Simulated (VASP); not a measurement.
VASP ran on this input.

INCAR:
```
SYSTEM = Er
PREC = Accurate
ENCUT = 400
EDIFF = 1E-6
NELM = 100
ALGO = Normal
LREAL = .FALSE.
LASPH = .TRUE.
ISMEAR = 1
SIGMA = 0.1
GGA = PE
LMAXMIX = 6
LWAVE = .FALSE.
LCHARG = .FALSE.
ISIF = 2
IBRION = 0
NSW = 3
TEBEG = 300
```

### POSCAR
```
Er
1
    1.7800000000    -3.0830500000     0.0000000000
    1.7800000000     3.0830500000     0.0000000000
    0.0000000000     0.0000000000     5.5900000000
Er
2
Direct
  0.3333330000   0.6666670000   0.2500000000
  0.6666670000   0.3333330000   0.7500000000
```

KPOINTS:
```
Automatic mesh
0
Gamma
9 9 5
0 0 0
```

POTCAR, in this order: Er_3 (PBE.64 set). Program: vasp_std.

What VASP printed:

### standard output
```
 POSCAR found type information on POSCAR Er
 POSCAR found :  1 types and       2 ions
 Reading from existing POTCAR

 -----------------------------------------------------------------------------
|                                                                             |
|     EEEEEEE  RRRRRR   RRRRRR   OOOOOOO  RRRRRR      ###     ###     ###     |
|     E        R     R  R     R  O     O  R     R     ###     ###     ###     |
|     E        R     R  R     R  O     O  R     R     ###     ###     ###     |
|     EEEEE    RRRRRR   RRRRRR   O     O  RRRRRR       #       #       #      |
|     E        R   R    R   R    O     O  R   R                               |
|     E        R    R   R    R   O     O  R    R      ###     ###     ###     |
|     EEEEEEE  R     R  R     R  OOOOOOO  R     R     ###     ###     ###     |
|                                                                             |
|     Fatal error! IBRION=0, but no entry for POTIM on file INCAR. MUST       |
|     be specified!                                                           |
|                                                                             |
|       ---->  I REFUSE TO CONTINUE WITH THIS SICK JOB ... BYE!!! <----       |
|                                                                             |
 -----------------------------------------------------------------------------
```

**Question.** Read input and log: which fault does this run have?
(A) NSW = 0, so the ions never move
(B) LDA potentials were taken and GGA is not set, so the run is LDA and not PBE
(C) NBANDS is too small to hold all electrons
(D) molecular dynamics (IBRION = 0) was asked for without POTIM

**Answer.** D, molecular dynamics (IBRION = 0) was asked for without POTIM. VASP stops with an error: Fatal error! IBRION=0, but no entry for POTIM on file INCAR. MUST be specified! ----> I REFUSE TO CONTINUE WITH THIS SICK JOB ... BYE!!! <----

To mend it, set POTIM to the time step in fs (1 to 2 fs suits most solids). The plain static run on this cell (PBE GGA, plane waves, VASP's PBE PAW potentials (set 64)) converges, and its OSZICAR ends with
```
   1 F= -.89905563E+01 E0= -.89908789E+01  d E =0.967783E-03
```

The compound is Er in the hcp structure. The cell was not relaxed at this level. The 4f electrons are frozen in the core of the lanthanide potential, so 4f levels, which can set the real gap, and their magnetism are missing.
